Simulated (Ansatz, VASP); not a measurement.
# CeO2: VASP beside Ansatz, part 2 of 2

One calculation is typed for both programs; each brings its own data sets and cutoff. How far apart do they land? The cell is taken from a series of VASP runs on this material, whose earlier steps may have relaxed, scaled or displaced it; both programs get it as it stands.

VASP 6.6.1 and Ansatz 0.2.0.

So far: The structure; Ansatz: relaxation of cell and atoms, r2SCAN.

### Step 3. VASP: relaxation of cell and atoms, r2SCAN

Level of this step: r2SCAN, no spin polarisation; plane waves and PAW (Ce, O) (VASP).

The same cell, functional, mesh and smearing now go to VASP, with its own data sets and cutoff.

Lines of VASP's logs that name or quote its potential files are left out, and so is its time.

INCAR

```
SYSTEM = CeO2
PREC = Accurate
ENCUT = 560
EDIFF = 1E-07
NELM = 100
ISMEAR = 0
SIGMA = 0.03
LREAL = .FALSE.
ALGO = Normal
METAGGA = R2SCAN
LASPH = .TRUE.
NBANDS = 18
LORBIT = 11
LWAVE = .FALSE.
LCHARG = .FALSE.
KPAR = 4
IBRION = 2
NSW = 50
ISIF = 3
EDIFFG = -0.002
```

POSCAR

```
CeO2
1.0
    0.0000000000      2.7177818231      2.7177818231
    2.7177818231      0.0000000000      2.7177818231
    2.7177818231      2.7177818231      0.0000000000
Ce O
1 2
Direct
    0.0000000000      0.0000000000      0.0000000000
    0.7500000000      0.7500000000      0.7500000000
    0.2500000000      0.2500000000      0.2500000000
```

KPOINTS

```
Automatic mesh
0
Gamma
8 8 8
0 0 0
```

PAW data sets: Ce and O (PBE family, release 64).

Command:

```sh
> mpirun -np 4 vasp_std
```

Numbers of over 12 decimals in the logs are rounded to 6 here.

Output:

```text
[banner, memory and clock lines left out]
running    4 mpi-ranks, on    1 nodes
 distrk:  each k-point on    1 cores,    4 groups
 distr:  one band on    1 cores,    1 groups

 POSCAR found type information on POSCAR CeO
 POSCAR found :  2 types and       3 ions
|                                                                             |
|               ----> ADVICE to this user running VASP <----                  |
|                                                                             |
|     You enforced a specific xc type in the INCAR file but a different       |
|     [... a line on the potential file left out ...]
|     I HOPE YOU KNOW WHAT YOU ARE DOING!                                     |
|                                                                             |

 LDA part: xc-table for (None), standard interpolation
 POSCAR, INCAR and KPOINTS ok, starting setup
 FFT: planning ... GRIDC
 FFT: planning ... GRID_SOFT
 FFT: planning ... GRID
 WAVECAR not read
 entering main loop
       N       E                     dE             d eps       ncg     rms          rms(c)
DAV:   1     0.212936516232E+03    0.21294E+03   -0.12380E+04  1052   0.191E+03
DAV:   2    -0.203333028052E+02   -0.23327E+03   -0.20982E+03  1334   0.309E+02
DAV:   3    -0.663279370675E+02   -0.45995E+02   -0.41735E+02  1360   0.161E+02
DAV:   4    -0.679435761627E+02   -0.16156E+01   -0.16147E+01  1432   0.311E+01
DAV:   5    -0.680419318570E+02   -0.98356E-01   -0.98342E-01  1860   0.642E+00    0.300E+01
DAV:   6    -0.544914852683E+02    0.13550E+02   -0.38240E+01  1456   0.470E+01    0.106E+01
DAV:   7    -0.549654642405E+02   -0.47398E+00   -0.21524E+01  1542   0.612E+01    0.164E+01
DAV:   8    -0.540466782581E+02    0.91879E+00   -0.22059E+00  1500   0.159E+01    0.566E+00
DAV:   9    -0.541016874730E+02   -0.55009E-01   -0.15166E+00  1628   0.115E+01    0.316E+00
DAV:  10    -0.540513651977E+02    0.50322E-01   -0.92422E-01  1516   0.103E+01    0.129E+00
DAV:  11    -0.540456409288E+02    0.57243E-02   -0.24844E-01  1516   0.503E+00    0.135E+00
DAV:  12    -0.540392177080E+02    0.64232E-02   -0.20509E-02  1786   0.156E+00    0.537E-01
DAV:  13    -0.540374200256E+02    0.17977E-02   -0.64030E-03  1596   0.670E-01    0.215E-01
DAV:  14    -0.540371144879E+02    0.30554E-03   -0.12554E-03  1620   0.331E-01    0.703E-02
DAV:  15    -0.540371078089E+02    0.66790E-05   -0.24931E-04  1774   0.149E-01    0.248E-02
DAV:  16    -0.540371076921E+02    0.11674E-06   -0.84524E-06  1362   0.235E-02    0.217E-02
DAV:  17    -0.540371016779E+02    0.60142E-05   -0.79215E-05  1556   0.704E-02    0.116E-02
DAV:  18    -0.540371005565E+02    0.11214E-05   -0.13496E-05  1498   0.298E-02    0.294E-03
DAV:  19    -0.540371004114E+02    0.14510E-06   -0.50801E-07  1310   0.785E-03    0.115E-03
DAV:  20    -0.540371003351E+02    0.76260E-07   -0.11385E-07   688   0.247E-03
   1 F= -.54037100E+02 E0= -.54037100E+02  d E =-.540371E+02
 curvature:   0.00 expect dE= 0.000E+00 dE for cont linesearch  0.000E+00
 trial: gam= 0.00000 g(F)=  0.210E-47 g(S)=  0.228E-06 ort = 0.000E+00 (trialstep = 0.100E+01)
 search vector abs. value=  0.228E-06
 reached required accuracy - stopping structural energy minimisation
```

Parts of OUTCAR (step 3):

```text
ion  position               nearest neighbor table
   1  0.000  0.000  0.000-   2 2.35   2 2.35   2 2.35   3 2.35   3 2.35   3 2.35   3 2.35   2 2.35

  LATTYP: Found a face centered cubic cell.
 ALAT       =     5.4355636462

 Subroutine GETGRP returns: Found 48 space group operations
 (whereof 48 operations were pure point group operations)

The static configuration has the point symmetry O_h .

 Found     29 irreducible k-points:

   k-points           NKPTS =     29   k-points in BZ     NKDIM =     29   number of bands    NBANDS=     18

   dimension x,y,z NGX =    30 NGY =   30 NGZ =   30
   dimension x,y,z NGXF=    60 NGYF=   60 NGZF=   60

   ENCUT  =  560.0 eV  41.16 Ry    6.42 a.u.   7.42  7.42  7.42*2*pi/ulx,y,z

   NELECT =      24.0000    total number of electrons

 k-points in reciprocal lattice and weights: Automatic mesh
   0.00000000  0.00000000  0.00000000       0.002
   0.12500000  0.00000000  0.00000000       0.016
   0.25000000  0.00000000  0.00000000       0.016
   0.37500000  0.00000000  0.00000000       0.016
   0.50000000  0.00000000  0.00000000       0.008
   0.12500000  0.12500000  0.00000000       0.012
   0.25000000  0.12500000  0.00000000       0.047
   0.37500000  0.12500000  0.00000000       0.047
   0.50000000  0.12500000  0.00000000       0.047
[...]
-0.37500000  0.50000000  0.12500000       0.023
  -0.25000000  0.50000000  0.25000000       0.012

 average (electrostatic) potential at core
       1 -83.4676       2 -71.7204       3 -71.7204

 E-fermi :   5.1025

 k-point     1 :       0.0000    0.0000    0.0000
  band No.  band energies     occupation
    ...
      8       1.0579      2.00000
      9       1.0579      2.00000
     10       4.3384      2.00000
     11       4.3384      2.00000
     12       4.3384      2.00000
     13       7.5162      0.00000
     14       7.5162      0.00000
     15       7.5162      0.00000
     16       7.6660      0.00000
     17       8.0796      0.00000
    ...

 k-point     2 :       0.1250    0.0000    0.0000
  band No.  band energies     occupation
    ...
      8       1.2023      2.00000
      9       1.4467      2.00000
     10       4.1999      2.00000
     11       4.2822      2.00000
     12       4.2822      2.00000
     13       7.5006      0.00000
     14       7.5006      0.00000
     15       7.5175      0.00000
     16       7.6868      0.00000
     17       7.9827      0.00000
    ...

 k-point     3 :       0.2500    0.0000    0.0000
  band No.  band energies     occupation
    ...
      8       1.5391      2.00000
      9       2.3634      2.00000
     10       3.9507      2.00000
     11       4.1766      2.00000
     12       4.1766      2.00000
     13       7.4373      0.00000
     14       7.4373      0.00000
     15       7.5207      0.00000
     16       7.6039      0.00000
     17       7.7940      0.00000
    ...

  Total        0.0021732      0.0021732      0.0021732      0.0000000      0.0000000     -0.0000000
  in kB        0.0867250      0.0867250      0.0867250      0.0000000      0.0000000     -0.0000000
  external PRESSURE =       0.0867250 kB  Pullay stress =       0.0000000 kB

  energy-cutoff  :      560.00
  volume of cell :       40.15
      direct lattice vectors                 reciprocal lattice vectors
     0.000000000  2.717781823  2.717781823    -0.183973561  0.183973561  0.183973561
     2.717781823  0.000000000  2.717781823     0.183973561 -0.183973561  0.183973561
     2.717781823  2.717781823  0.000000000     0.183973561  0.183973561 -0.183973561

 POSITION                                       TOTAL-FORCE (eV/Angst)
 -----------------------------------------------------------------------------------
      0.00000      0.00000      0.00000        -0.000000     -0.000000     -0.000000
      4.07667      4.07667      4.07667         0.000000      0.000000      0.000000
      1.35889      1.35889      1.35889        -0.000000     -0.000000     -0.000000
 -----------------------------------------------------------------------------------
    total drift:                                0.000000     -0.000000      0.000000

  FREE ENERGIE OF THE ION-ELECTRON SYSTEM (eV)
  ---------------------------------------------------
  free  energy   TOTEN  =       -54.0371003351 eV

  energy  without entropy=      -54.0371003351  energy(sigma->0) =      -54.03710034

 reached required accuracy - stopping structural energy minimisation

 total charge
# of ion       s       p       d       f       tot
--------------------------------------------------
    1        2.071   5.842   0.853   0.893   9.659
    2        1.578   3.468   0.000   0.000   5.046
    3        1.578   3.468   0.000   0.000   5.046
--------------------------------------------------
tot          5.226  12.779   0.853   0.893  19.751

[... 3 further parts left out ...]
```

This run has no spin polarisation, so a moment on Ce, if there is one, isn't seen. Without U or exact exchange, f electrons of an open shell come out too delocalised. The PAW data sets were made with PBE, which is usual practice but a small mismatch for other functionals. The run keeps the 48 symmetry operations of its start, so it cannot find a distortion of lower symmetry.

### Step 4. Side by side

Known differences besides the potentials themselves: VASP keeps PBE cores, Ansatz makes them for the functional; both relaxations stop at a tolerance, which leaves soft axes loose, and VASP keeps its plane-wave basis; the cutoff is 500 eV in Ansatz and 560 eV in VASP; Ansatz adds a Pulay correction to the stress that steers its cell, VASP none. Total energies have different zeros and are not compared.

The two programs side by side:

| quantity | Ansatz | VASP | difference |
| --- | --- | --- | --- |
| volume (Å³) | 40.19 | 40.15 | +0.10 % |
| edge a after relaxation, in the typed setting (Å) | 3.845 | 3.844 | +0.03 % |

The walks stopped with 0.00 GPa left in Ansatz and 0.01 GPa in VASP; each walk ends within a tolerance, so the volume difference is uncertain by about these residues over the bulk modulus, most in soft cells.

### Step 5. Results

```
difference in volume (relaxation of cell and atoms, r2SCAN) : 0.099 %
```

The difference in volume is 0.099 % (relaxation of cell and atoms, r2SCAN), within the 1.2 % picked in this series as the mark of a large difference, as far as the stopping tolerances let one tell. Such differences can come from data sets, numerical settings and the points named under the comparisons, not from the functional's error against experiment.

[Lines on the potential files, build, host, timing and source positions are cut from VASP's logs without a mark.]

[Logs are printed without paths, hosts, clocks, repeated set-up lines and the standing remarks that a program may print on its own settings, such as how far it seeks lower states.]

[Hosts, paths, dates, database ids (printed as entryN), source tags and the programs' standing remarks are cut or masked in the printed files.]
